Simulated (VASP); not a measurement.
## GW on MgO (Periclase)

Wanted: how far GW moves the Kohn-Sham levels of MgO (Periclase). The cell is of the rock-salt type, one of the forms listed for this formula. The start is a cell from a database of measured crystal structures.

Method: PBE; plane waves and PAW (Mg_GW, O_GW), in the first sound run; inputs show where later runs differ, in VASP 6.6.1.

Report form: the programs' logs are mostly left out.

The database entry behind the starting cell differs from later determinations by our own check (about 0.1 % long), so it need not match the best structure at ambient conditions.

### 1. Starting point

Symmetry: Fm-3m, No. 225, cubic system. The conventional cell has a = 4.217 Å, b = 4.217 Å, c = 4.217 Å, α = 90.00°, β = 90.00°, γ = 90.00°. Nearest to Mg lie 6 O at 2.11 Å. Nearest to O lie 6 Mg at 2.11 Å. Farther neighbours and most contacts between anions are not listed.

### 2. Empty bands, functional PBE

ALGO = Exact makes the empty bands from the converged ground state in one step. LOPTICS writes the k-derivatives of the orbitals (WAVEDER), which give the long-wavelength limit of the screening.

File INCAR:

```
SYSTEM = MgO
PREC = Accurate
ENCUT = 440
ISMEAR = 0
SIGMA = 0.01
LREAL = .FALSE.
GGA = PE
NBANDS = 56
ALGO = Exact
NELM = 1
LWAVE = .TRUE.
LCHARG = .FALSE.
LOPTICS = .TRUE.
NEDOS = 1000
CSHIFT = 0.1
```

File POSCAR:

```
MgO
1.0
    0.0000000000      2.1085000000      2.1085000000
    2.1085000000      0.0000000000      2.1085000000
    2.1085000000      2.1085000000      0.0000000000
Mg O
1 1
Direct
    0.0000000000      0.0000000000      0.0000000000
    0.5000000000      0.5000000000      0.5000000000
```

File KPOINTS:

```
Automatic mesh
0
Gamma
6 6 6
0 0 0
```

PAW data sets: Mg_GW and O_GW (PBE family, release 64).

Run with:

```sh
$ mpirun -np 8 vasp_std
```

It took 1.6 s on 8 MPI ranks of Intel Xeon 6975P-C (Granite Rapids), shared host; peak memory 0.87 GiB; 7.3 s of CPU time.

The gap is read on the k-mesh alone, so it is an upper bound where the band edges lie off the mesh.

A gap read on the k-mesh alone can miss the band edges.

This step gave:

```yaml
gap_on_the_k_mesh: 4.691 eV
least_direct_gap_on_the_k_mesh: 4.691 eV
```

WAVECAR now holds 56 bands for 8 electrons. Its independent-particle dielectric tensor has xx, yy, zz = 3.2, 3.2, 3.2 on this mesh, which isn't tested for convergence in mesh or bands and lacks local fields.

### 3. G0W0, functional PBE, start PBE

This step: G0W0 on PBE; plane waves and PAW (Mg_GW, O_GW) (VASP 6.6.1).

G0W0 keeps orbitals and screening fixed and shifts each of the lowest NBANDSGW levels once.

File INCAR:

```
SYSTEM = MgO
PREC = Accurate
ENCUT = 440
ISMEAR = 0
SIGMA = 0.01
LREAL = .FALSE.
GGA = PE
NBANDS = 56
ALGO = EVGW0
NELMGW = 1
ENCUTGW = 120
NOMEGA = 64
PRECFOCK = Fast
NBANDSGW = 16
LWAVE = .FALSE.
LCHARG = .FALSE.
```

POSCAR is that of step 2.

KPOINTS is that of step 2.

Run with:

```sh
$ mpirun -np 8 vasp_std
```

It took 11 s on 8 MPI ranks; peak memory 1.1 GiB; 78 s of CPU time.

This step gave:

```yaml
quasiparticle_gap_on_the_mesh: 7.112 eV
smallest_direct_quasiparticle_gap_on_the_mesh: 7.112 eV
gap_of_the_starting_orbitals_on_the_mesh: 4.691 eV
```

GW takes the gap from 4.691 to 7.112 eV. The value holds for 56 bands, ENCUTGW = 120 eV and this mesh, and isn't shown to be converged in them.

### 4. Orbitals for another starting point

This step: PBE; plane waves and PAW (Mg_GW, O_GW) (VASP 6.6.1).

A hybrid converges faster from good orbitals, so a cheap PBE run writes WAVECAR first.

File INCAR:

```
SYSTEM = MgO
PREC = Accurate
ENCUT = 440
EDIFF = 1E-05
NELM = 100
ISMEAR = 0
SIGMA = 0.01
LREAL = .FALSE.
ALGO = Normal
GGA = PE
NBANDS = 10
LORBIT = 11
LWAVE = .TRUE.
LCHARG = .FALSE.
KPAR = 8
```

POSCAR is that of step 3.

KPOINTS is that of step 3.

Run with:

```sh
$ mpirun -np 8 vasp_std
```

The job ended after 1.2 s (8 MPI ranks; peak memory 0.89 GiB; 4.2 s of CPU time).

This step gave:

```
free energy (TOTEN)            : -11.92 eV
Fermi energy                   : 3.284 eV
pressure                       : -0.3456 GPa
gap on the k-mesh              : 4.690 eV
least direct gap on the k-mesh : 4.690 eV
```

The run ends at a pressure of -0.35 GPa.

### 5. Another starting point, functional HSE with 0.08 exact exchange

This step: HSE with 0.08 exact exchange; plane waves and PAW (Mg_GW, O_GW) (VASP 6.6.1).

To see how much the result owes to its start, the ground state is made again with HSE with 0.08 exact exchange. A small SIGMA keeps every occupation at zero or full.

File INCAR:

```
SYSTEM = MgO
PREC = Accurate
ENCUT = 440
EDIFF = 1E-08
NELM = 100
ISMEAR = 0
SIGMA = 0.01
LREAL = .FALSE.
ALGO = Normal
LHFCALC = .TRUE.
AEXX = 0.08
GGA = PE
LASPH = .TRUE.
NBANDS = 10
PRECFOCK = Fast
LORBIT = 11
LWAVE = .TRUE.
LCHARG = .FALSE.
KPAR = 8
HFSCREEN = 0.2
```

POSCAR is that of step 4.

KPOINTS is that of step 4.

The WAVECAR or CHGCAR of an earlier step is read.

Run with:

```sh
$ mpirun -np 8 vasp_std
```

The job ended after 11 s (8 MPI ranks; peak memory 1.7 GiB).

The PAW data sets were made with PBE, which is usual practice but a small mismatch for other functionals.

This step gave:

- free energy (TOTEN): -12.66 eV
- Fermi energy: 2.825 eV
- gap on the k-mesh: 5.236 eV
- least direct gap on the k-mesh: 5.236 eV

### 6. Empty bands, functional HSE with 0.08 exact exchange

The next step needs empty bands that the ground-state run didn't converge, so the Hamiltonian is diagonalised exactly for NBANDS bands, in a single step. LOPTICS writes the k-derivatives of the orbitals (WAVEDER), which give the long-wavelength limit of the screening.

File INCAR:

```
SYSTEM = MgO
PREC = Accurate
ENCUT = 440
ISMEAR = 0
SIGMA = 0.01
LREAL = .FALSE.
LHFCALC = .TRUE.
AEXX = 0.08
GGA = PE
LASPH = .TRUE.
NBANDS = 56
PRECFOCK = Fast
HFSCREEN = 0.2
ALGO = Exact
NELM = 1
LWAVE = .TRUE.
LCHARG = .FALSE.
LOPTICS = .TRUE.
NEDOS = 1000
CSHIFT = 0.1
```

POSCAR is that of step 5.

KPOINTS is that of step 5.

The run starts from files that an earlier step left in the folder.

Run with:

```sh
$ mpirun -np 8 vasp_std
```

Wall time 62 s (8 MPI ranks); peak memory 1.8 GiB; 7.2 min of CPU time.

### 7. G0W0, functional HSE with 0.08 exact exchange, start HSE with 0.08 exact exchange

This step: G0W0 on HSE with 0.08 exact exchange; plane waves and PAW (Mg_GW, O_GW) (VASP 6.6.1).

One pass of GW corrects the levels to first order, with G and W from the starting orbitals.

File INCAR:

```
SYSTEM = MgO
PREC = Accurate
ENCUT = 440
ISMEAR = 0
SIGMA = 0.01
LREAL = .FALSE.
LHFCALC = .TRUE.
AEXX = 0.08
GGA = PE
LASPH = .TRUE.
NBANDS = 56
PRECFOCK = Fast
HFSCREEN = 0.2
ALGO = EVGW0
NELMGW = 1
ENCUTGW = 120
NOMEGA = 64
NBANDSGW = 16
LWAVE = .FALSE.
LCHARG = .FALSE.
```

POSCAR is that of step 6.

KPOINTS is that of step 6.

The run starts from files that an earlier step left in the folder.

Run with:

```sh
$ mpirun -np 8 vasp_std
```

Run time: 13 s. Hardware: 8 MPI ranks; peak memory 1.8 GiB; 88 s of CPU time.

GW takes the gap from 5.236 to 7.389 eV. That is +277 meV against G0W0 on PBE. The value holds for 56 bands, ENCUTGW = 120 eV and this mesh, and isn't shown to be converged in them.

### 8. Another starting point, functional HSE with 0.16 exact exchange

This step: HSE with 0.16 exact exchange; plane waves and PAW (Mg_GW, O_GW) (VASP 6.6.1).

To see how much the result owes to its start, the ground state is made again with HSE with 0.16 exact exchange. A small SIGMA keeps every occupation at zero or full.

File INCAR:

```
SYSTEM = MgO
PREC = Accurate
ENCUT = 440
EDIFF = 1E-08
NELM = 100
ISMEAR = 0
SIGMA = 0.01
LREAL = .FALSE.
ALGO = Normal
LHFCALC = .TRUE.
AEXX = 0.16
GGA = PE
LASPH = .TRUE.
NBANDS = 10
PRECFOCK = Fast
LORBIT = 11
LWAVE = .TRUE.
LCHARG = .FALSE.
KPAR = 8
HFSCREEN = 0.2
```

POSCAR is that of step 7.

KPOINTS is that of step 7.

Run with:

```sh
$ mpirun -np 8 vasp_std
```

The job ended after 12 s (8 MPI ranks; peak memory 1.7 GiB; 84 s of CPU time).

### 9. Empty bands, functional HSE with 0.16 exact exchange

File INCAR:

```
SYSTEM = MgO
PREC = Accurate
ENCUT = 440
ISMEAR = 0
SIGMA = 0.01
LREAL = .FALSE.
LHFCALC = .TRUE.
AEXX = 0.16
GGA = PE
LASPH = .TRUE.
NBANDS = 56
PRECFOCK = Fast
HFSCREEN = 0.2
ALGO = Exact
NELM = 1
LWAVE = .TRUE.
LCHARG = .FALSE.
LOPTICS = .TRUE.
NEDOS = 1000
CSHIFT = 0.1
```

POSCAR is that of step 8.

KPOINTS is that of step 8.

The run starts from files that an earlier step left in the folder.

Run with:

```sh
$ mpirun -np 8 vasp_std
```

Wall time 61 s (8 MPI ranks); peak memory 1.8 GiB; 7.1 min of CPU time.

### 10. G0W0, functional HSE with 0.16 exact exchange, start HSE with 0.16 exact exchange

This step: G0W0 on HSE with 0.16 exact exchange; plane waves and PAW (Mg_GW, O_GW) (VASP 6.6.1).

File INCAR:

```
SYSTEM = MgO
PREC = Accurate
ENCUT = 440
ISMEAR = 0
SIGMA = 0.01
LREAL = .FALSE.
LHFCALC = .TRUE.
AEXX = 0.16
GGA = PE
LASPH = .TRUE.
NBANDS = 56
PRECFOCK = Fast
HFSCREEN = 0.2
ALGO = EVGW0
NELMGW = 1
ENCUTGW = 120
NOMEGA = 64
NBANDSGW = 16
LWAVE = .FALSE.
LCHARG = .FALSE.
```

POSCAR is that of step 9.

KPOINTS is that of step 9.

The WAVECAR or CHGCAR of an earlier step is read.

Run with:

```sh
$ mpirun -np 8 vasp_std
```

Elapsed: 13 s, on 8 MPI ranks; peak memory 1.8 GiB.

GW takes the gap from 5.792 to 7.656 eV. That is +544 meV against G0W0 on PBE. The value holds for 56 bands, ENCUTGW = 120 eV and this mesh, and isn't shown to be converged in them.

### 11. Another starting point, functional HSE with 0.25 exact exchange

This step: HSE with 0.25 exact exchange; plane waves and PAW (Mg_GW, O_GW) (VASP 6.6.1).

To see how much the result owes to its start, the ground state is made again with HSE with 0.25 exact exchange. A small SIGMA keeps every occupation at zero or full.

File INCAR:

```
SYSTEM = MgO
PREC = Accurate
ENCUT = 440
EDIFF = 1E-08
NELM = 100
ISMEAR = 0
SIGMA = 0.01
LREAL = .FALSE.
ALGO = Normal
LHFCALC = .TRUE.
AEXX = 0.25
GGA = PE
LASPH = .TRUE.
NBANDS = 10
PRECFOCK = Fast
LORBIT = 11
LWAVE = .TRUE.
LCHARG = .FALSE.
KPAR = 8
HFSCREEN = 0.2
```

POSCAR is that of step 10.

KPOINTS is that of step 10.

Run with:

```sh
$ mpirun -np 8 vasp_std
```

The job ended after 13 s (8 MPI ranks; peak memory 1.6 GiB).

### 12. Empty bands, functional HSE with 0.25 exact exchange

File INCAR:

```
SYSTEM = MgO
PREC = Accurate
ENCUT = 440
ISMEAR = 0
SIGMA = 0.01
LREAL = .FALSE.
LHFCALC = .TRUE.
AEXX = 0.25
GGA = PE
LASPH = .TRUE.
NBANDS = 56
PRECFOCK = Fast
HFSCREEN = 0.2
ALGO = Exact
NELM = 1
LWAVE = .TRUE.
LCHARG = .FALSE.
LOPTICS = .TRUE.
NEDOS = 1000
CSHIFT = 0.1
```

POSCAR is that of step 11.

KPOINTS is that of step 11.

The run starts from files that an earlier step left in the folder.

Run with:

```sh
$ mpirun -np 8 vasp_std
```

It took 62 s on 8 MPI ranks; peak memory 1.8 GiB.

### 13. G0W0, functional HSE with 0.25 exact exchange, start HSE with 0.25 exact exchange

This step: G0W0 on HSE with 0.25 exact exchange; plane waves and PAW (Mg_GW, O_GW) (VASP 6.6.1).

File INCAR:

```
SYSTEM = MgO
PREC = Accurate
ENCUT = 440
ISMEAR = 0
SIGMA = 0.01
LREAL = .FALSE.
LHFCALC = .TRUE.
AEXX = 0.25
GGA = PE
LASPH = .TRUE.
NBANDS = 56
PRECFOCK = Fast
HFSCREEN = 0.2
ALGO = EVGW0
NELMGW = 1
ENCUTGW = 120
NOMEGA = 64
NBANDSGW = 16
LWAVE = .FALSE.
LCHARG = .FALSE.
```

POSCAR is that of step 12.

KPOINTS is that of step 12.

The WAVECAR or CHGCAR of an earlier step is read.

Run with:

```sh
$ mpirun -np 8 vasp_std
```

Run time: 13 s. Hardware: 8 MPI ranks; peak memory 1.8 GiB.

GW takes the gap from 6.430 to 7.946 eV. That is +834 meV against G0W0 on PBE. The value holds for 56 bands, ENCUTGW = 120 eV and this mesh, and isn't shown to be converged in them.

### 14. Another starting point, functional HSE with 0.33 exact exchange

This step: HSE with 0.33 exact exchange; plane waves and PAW (Mg_GW, O_GW) (VASP 6.6.1).

To see how much the result owes to its start, the ground state is made again with HSE with 0.33 exact exchange. A small SIGMA keeps every occupation at zero or full.

File INCAR:

```
SYSTEM = MgO
PREC = Accurate
ENCUT = 440
EDIFF = 1E-08
NELM = 100
ISMEAR = 0
SIGMA = 0.01
LREAL = .FALSE.
ALGO = Normal
LHFCALC = .TRUE.
AEXX = 0.33
GGA = PE
LASPH = .TRUE.
NBANDS = 10
PRECFOCK = Fast
LORBIT = 11
LWAVE = .TRUE.
LCHARG = .FALSE.
KPAR = 8
HFSCREEN = 0.2
```

POSCAR is that of step 13.

KPOINTS is that of step 13.

Run with:

```sh
$ mpirun -np 8 vasp_std
```

The job ended after 14 s (8 MPI ranks; peak memory 1.7 GiB).

### 15. Empty bands, functional HSE with 0.33 exact exchange

File INCAR:

```
SYSTEM = MgO
PREC = Accurate
ENCUT = 440
ISMEAR = 0
SIGMA = 0.01
LREAL = .FALSE.
LHFCALC = .TRUE.
AEXX = 0.33
GGA = PE
LASPH = .TRUE.
NBANDS = 56
PRECFOCK = Fast
HFSCREEN = 0.2
ALGO = Exact
NELM = 1
LWAVE = .TRUE.
LCHARG = .FALSE.
LOPTICS = .TRUE.
NEDOS = 1000
CSHIFT = 0.1
```

POSCAR is that of step 14.

KPOINTS is that of step 14.

The run starts from files that an earlier step left in the folder.

Run with:

```sh
$ mpirun -np 8 vasp_std
```

Wall time 61 s (8 MPI ranks); peak memory 1.8 GiB.

### 16. G0W0, functional HSE with 0.33 exact exchange, start HSE with 0.33 exact exchange

This step: G0W0 on HSE with 0.33 exact exchange; plane waves and PAW (Mg_GW, O_GW) (VASP 6.6.1).

File INCAR:

```
SYSTEM = MgO
PREC = Accurate
ENCUT = 440
ISMEAR = 0
SIGMA = 0.01
LREAL = .FALSE.
LHFCALC = .TRUE.
AEXX = 0.33
GGA = PE
LASPH = .TRUE.
NBANDS = 56
PRECFOCK = Fast
HFSCREEN = 0.2
ALGO = EVGW0
NELMGW = 1
ENCUTGW = 120
NOMEGA = 64
NBANDSGW = 16
LWAVE = .FALSE.
LCHARG = .FALSE.
```

POSCAR is that of step 15.

KPOINTS is that of step 15.

The WAVECAR or CHGCAR of an earlier step is read.

Run with:

```sh
$ mpirun -np 8 vasp_std
```

It took 13 s on 8 MPI ranks; peak memory 1.9 GiB; 88 s of CPU time.

GW takes the gap from 7.008 to 8.191 eV. That is +1079 meV against G0W0 on PBE. The value holds for 56 bands, ENCUTGW = 120 eV and this mesh, and isn't shown to be converged in them.

### 17. Another starting point, functional HSE with 0.42 exact exchange

This step: HSE with 0.42 exact exchange; plane waves and PAW (Mg_GW, O_GW) (VASP 6.6.1).

To see how much the result owes to its start, the ground state is made again with HSE with 0.42 exact exchange. A small SIGMA keeps every occupation at zero or full.

File INCAR:

```
SYSTEM = MgO
PREC = Accurate
ENCUT = 440
EDIFF = 1E-08
NELM = 100
ISMEAR = 0
SIGMA = 0.01
LREAL = .FALSE.
ALGO = Normal
LHFCALC = .TRUE.
AEXX = 0.42
GGA = PE
LASPH = .TRUE.
NBANDS = 10
PRECFOCK = Fast
LORBIT = 11
LWAVE = .TRUE.
LCHARG = .FALSE.
KPAR = 8
HFSCREEN = 0.2
```

POSCAR is that of step 16.

KPOINTS is that of step 16.

Run with:

```sh
$ mpirun -np 8 vasp_std
```

Elapsed: 12 s, on 8 MPI ranks; peak memory 1.7 GiB; 85 s of CPU time.

### 18. Empty bands, functional HSE with 0.42 exact exchange

File INCAR:

```
SYSTEM = MgO
PREC = Accurate
ENCUT = 440
ISMEAR = 0
SIGMA = 0.01
LREAL = .FALSE.
LHFCALC = .TRUE.
AEXX = 0.42
GGA = PE
LASPH = .TRUE.
NBANDS = 56
PRECFOCK = Fast
HFSCREEN = 0.2
ALGO = Exact
NELM = 1
LWAVE = .TRUE.
LCHARG = .FALSE.
LOPTICS = .TRUE.
NEDOS = 1000
CSHIFT = 0.1
```

POSCAR is that of step 17.

KPOINTS is that of step 17.

The run starts from files that an earlier step left in the folder.

Run with:

```sh
$ mpirun -np 8 vasp_std
```

It took 61 s on 8 MPI ranks; peak memory 1.7 GiB; 7.1 min of CPU time.

(Continued in part 2 of 2.)

[Lines on the potential files, build, host, timing and source positions are cut from VASP's logs without a mark.]

[Logs are printed without paths, hosts, clocks, repeated set-up lines and the standing remarks that a program may print on its own settings, such as how far it seeks lower states.]

[Hosts, paths, dates, database ids (printed as entryN), source tags and the programs' standing remarks are cut or masked in the printed files.]

[Pressures printed for these runs are not shown converged in the cutoff: they can be off by several GPa and have the wrong sign.]
